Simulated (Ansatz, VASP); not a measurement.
## ScTa2N3 in VASP and in Ansatz

```
CELL_PARAMETERS angstrom
2.82372 1.63028 2.94018
-2.82372 1.63028 2.94018
0.00000 -3.26055 2.94018
ATOMIC_POSITIONS crystal
Sc 0.00000 0.00000 0.00000
Ta 0.69597 0.69597 0.69597
Ta 0.30403 0.30403 0.30403
N 0.00000 0.50000 0.00000
N 0.50000 0.00000 0.00000
N 0.00000 0.00000 0.50000
```

Change from the starting cell: species swapped into the Dy2AlCo3 type (R-3m, No. 166).

Alike in both runs: functional PBE; k mesh 6 × 6 × 6; occupations gaussian, width 0.1 eV; no spin polarisation.

Ansatz relaxed the structure, and its values are those at the end. VASP's run is a single point on that final structure, the one shown.

|  | VASP | Ansatz |
| --- | --- | --- |
| version | VASP 6.6.1 | Ansatz 0.2.0 |
| potentials or method | VASP PAW PBE potentials, release 64 (Sc_sv, Ta_pv, N) | scalar-relativistic, plane waves, PAW |
| plane-wave cutoff (eV) | 520 | 420 |
| valence electrons in the cell | 48 | 52 |

|  | VASP | Ansatz | Ansatz less VASP |
| --- | --- | --- | --- |
| gap on the k mesh at the Fermi level (eV) | none | none | - |
| pressure (GPa) | 0.7 | 0.1 | -0.66 |
| rms of the force components (eV/Å) | 0.018 | 0.005 | -0.0126 |

A gap of «none» marks a metal or a gap that the smearing closes. The two sets of potentials don't hold the same shells in valence.

Spin-orbit coupling is left out, which matters for the levels of Ta.
